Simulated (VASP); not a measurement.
Computed with PBE GGA, VASP's PBE PAW potentials (set 64) (plane waves; VASP).

Input for VASP

INCAR:
```
SYSTEM = GaN
PREC = Accurate
ENCUT = 480
EDIFF = 1E-6
NELM = 100
ALGO = Normal
LREAL = .FALSE.
LASPH = .TRUE.
ISMEAR = 0
SIGMA = 0.05
GGA = PE
LMAXMIX = 4
LWAVE = .FALSE.
LCHARG = .FALSE.
IBRION = 2
ISIF = 3
NSW = 60
EDIFFG = -0.02
```

File POSCAR:
```
GaN
1
    1.6227726309    -2.8107246057    -0.0000000000
    1.6227726309     2.8107246057     0.0000000000
    0.0000000000     0.0000000000     5.2781419903
Ga N
2 2
Direct
  0.6666670000   0.3333330000   0.5000226728
  0.3333330000   0.6666670000   0.0000226728
  0.6666670000   0.3333330000   0.8769773272
  0.3333330000   0.6666670000   0.3769773272
```

File KPOINTS:
```
kpoints
0
Gamma
 7 7 4
0 0 0
```

POTCAR, in this order: Ga N (PBE.64 set). Program: vasp_std.

Problem. What does the run give for the energy per atom (σ→0)?

Solution. 
| Quantity | Value |
|---|---|
| energy per atom (σ→0) | -6.086 eV/atom |

**OSZICAR**
```
...
DAV:   7    -0.243922273005E+02    0.11461E-01   -0.80390E-01   628   0.702E+00    0.297E+00
DAV:   8    -0.243472200841E+02    0.45007E-01   -0.81326E-02   688   0.270E+00    0.483E-01
DAV:   9    -0.243424644063E+02    0.47557E-02   -0.17268E-02   740   0.105E+00    0.169E-01
DAV:  10    -0.243430578145E+02   -0.59341E-03   -0.17434E-03   624   0.334E-01    0.500E-02
DAV:  11    -0.243430552351E+02    0.25794E-05   -0.57565E-05   724   0.653E-02    0.182E-02
DAV:  12    -0.243430577648E+02   -0.25297E-05   -0.15942E-05   628   0.322E-02    0.702E-03
DAV:  13    -0.243430577001E+02    0.64685E-07   -0.34346E-07   476   0.577E-03
   1 F= -.24343058E+02 E0= -.24343058E+02  d E =-.243431E+02
```

The compound is GaN in the wurtzite structure. It was relaxed first, which changed the volume by +5 %. The start is the result of an earlier pass.
